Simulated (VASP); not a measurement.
Computed with PBEsol GGA, VASP's PBE PAW potentials (set 64) (plane waves; VASP). Each cell was relaxed at this level, without spin-orbit coupling.

Q: Which of these comes out without a gap?
A) AgTe4Au, P2/c (13)
B) C, Fd-3m (227)
C) SiO2, P4_12_12 (92)
D) KBr, Fm-3m (225)

A: A, AgTe4Au, P2/c (13). The others have gaps of 4.03 eV (C, Fd-3m (227)), 4.33 eV (KBr, Fm-3m (225)), 5.56 eV (SiO2, P4_12_12 (92)).
